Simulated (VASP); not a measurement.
An input for Quantum ESPRESSO's pw.x (written as the equivalent of a VASP run, and not itself run):

```
&CONTROL
  calculation = 'scf'
  pseudo_dir = './pseudo'
  outdir = './out'
  tprnfor = .true.
  tstress = .true.
/
&SYSTEM
  ibrav = 0
  nat = 4
  ntyp = 2
  ecutwfc = 84
  occupations = 'smearing'
  smearing = 'fermi-dirac'
  degauss = 0.003675
  input_dft = 'pbe'
/
&ELECTRONS
  conv_thr = 7.3e-08
  electron_maxstep = 100
/
ATOMIC_SPECIES
  Zn 65.380 Zn.upf
  S 32.060 S.upf
CELL_PARAMETERS angstrom
     3.8058000    0.0000000    0.0000000
    -1.9029000    3.2959190    0.0000000
     0.0000000    0.0000000    6.2379800
ATOMIC_POSITIONS crystal
  Zn   0.3333330  0.6666670  0.0001400
  Zn   0.6666670  0.3333330  0.5001400
  S    0.3333330  0.6666670  0.3748600
  S    0.6666670  0.3333330  0.8748600
K_POINTS automatic
  6 6 3 0 0 0
```

Question: Translate this input to VASP (INCAR, KPOINTS, POSCAR, choice of POTCAR).

Answer: This is not unique; one that fits is 
### INCAR
```
SYSTEM = ZnS
PREC = Accurate
ENCUT = 300
EDIFF = 1E-6
NELM = 100
ALGO = Normal
LREAL = .FALSE.
LASPH = .TRUE.
ISMEAR = -1
SIGMA = 0.05
GGA = PE
LMAXMIX = 4
LWAVE = .FALSE.
LCHARG = .FALSE.
ISIF = 2
```

File POSCAR:
```
ZnS
1
    3.8058000000     0.0000000000     0.0000000000
   -1.9029000000     3.2959190000     0.0000000000
    0.0000000000     0.0000000000     6.2379800000
Zn S
2 2
Direct
  0.3333330000   0.6666670000   0.0001400000
  0.6666670000   0.3333330000   0.5001400000
  0.3333330000   0.6666670000   0.3748600000
  0.6666670000   0.3333330000   0.8748600000
```

**KPOINTS**
```
Automatic
0
G
 6 6 3
0 0 0
```

POTCAR, in this order: Zn S (PBE.64 set). Program: vasp_std.

Limits of the translation: the potentials are each code's own (VASP's PAW set, PseudoDojo norm-conserving files in pw.x), so ENCUT and ecutwfc are chosen apart and not converted; conv_thr bounds pw.x's estimated SCF error, while EDIFF bounds the energy change between steps.

The structure comes from a computed database's ZnS entry (P6_3mc); how it stands against other phases isn't given here. The cell was not relaxed at this level. The run is one of a series of settings (KPOINTS 6×6×3 Γ-centred mesh against the base run), some of them coarse on purpose.
